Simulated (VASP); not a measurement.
OSZICAR of a VASP run on Li (bcc):

File OSZICAR:
```
       N       E                     dE             d eps       ncg     rms          rms(c)
DAV:   1     0.131213835482E+01    0.13121E+01   -0.93206E+02  2285   0.520E+02
DAV:   2    -0.129850913409E+01   -0.26106E+01   -0.23800E+01  3110   0.590E+01
DAV:   3    -0.136106804175E+01   -0.62559E-01   -0.60991E-01  2570   0.753E+00
DAV:   4    -0.136172067694E+01   -0.65264E-03   -0.65235E-03  2960   0.695E-01
DAV:   5    -0.136172561549E+01   -0.49385E-05   -0.49386E-05  2685   0.388E-02    0.858E-01
DAV:   6    -0.137510377629E+01   -0.13378E-01   -0.46779E-03  2250   0.622E-01    0.556E-01
DAV:   7    -0.138606299968E+01   -0.10959E-01   -0.17988E-02  2310   0.114E+00    0.667E-02
DAV:   8    -0.138613186461E+01   -0.68865E-04   -0.31907E-04  2785   0.192E-01    0.126E-02
DAV:   9    -0.138612966538E+01    0.21992E-05   -0.21288E-05  2570   0.660E-02    0.152E-03
DAV:  10    -0.138613145625E+01   -0.17909E-05   -0.29487E-06  2355   0.224E-02    0.170E-03
DAV:  11    -0.138613150899E+01   -0.52735E-07   -0.68783E-07  2400   0.862E-03
   1 F= 0.14509852E+01 E0= 0.14510195E+01  d E =0.145099E+01
       N       E                     dE             d eps       ncg     rms          rms(c)
DAV:   1    -0.111882819336E+01    0.26730E+00   -0.24454E+00  2325   0.178E+01    0.265E+00
DAV:   2    -0.109354410966E+01    0.25284E-01   -0.10563E-01  2325   0.393E+00    0.158E+00
DAV:   3    -0.108018014455E+01    0.13364E-01   -0.45700E-02  3035   0.178E+00    0.203E-01
DAV:   4    -0.108021906616E+01   -0.38922E-04   -0.29965E-03  2415   0.775E-01    0.639E-02
DAV:   5    -0.108032509204E+01   -0.10603E-03   -0.22941E-04  2355   0.196E-01    0.188E-02
DAV:   6    -0.108035909090E+01   -0.33999E-04   -0.74114E-05  2315   0.101E-01    0.332E-03
DAV:   7    -0.108035921962E+01   -0.12871E-06   -0.39002E-06  2585   0.265E-02
   2 F= 0.13854834E+01 E0= 0.13854395E+01  d E =-.655018E-01
       N       E                     dE             d eps       ncg     rms          rms(c)
DAV:   1    -0.108818050539E+01   -0.78214E-02   -0.11219E-03  2290   0.352E-01    0.585E-02
DAV:   2    -0.108816888706E+01    0.11618E-04   -0.44296E-05  2415   0.793E-02    0.346E-02
DAV:   3    -0.108816072022E+01    0.81668E-05   -0.24506E-05  3075   0.402E-02    0.449E-03
DAV:   4    -0.108816090431E+01   -0.18409E-06   -0.12683E-06  2010   0.155E-02
   3 F= 0.13854466E+01 E0= 0.13854035E+01  d E =-.655386E-01
```

Problem. Which electronic solver shows in the log?

Solution. It is blocked Davidson (ALGO = Normal, or the opening steps of other solvers). The INCAR had ALGO = Normal.

Problem. Can the final energy be trusted as converged?

Solution. The calculation finished and met its thresholds. It stopped with EDIFF = 1E-6, NELM = 100, NSW = 40 and EDIFFG = -0.02 after 3 ionic steps (PBEsol GGA, plane waves, VASP's PBE PAW potentials (set 64)). Energy and stress use the plane-wave basis of the starting cell.

The compound is Li in the bcc structure. This run relaxes it under an external pressure of 45 GPa. Symmetry was kept, so distortions that lower it aren't found.
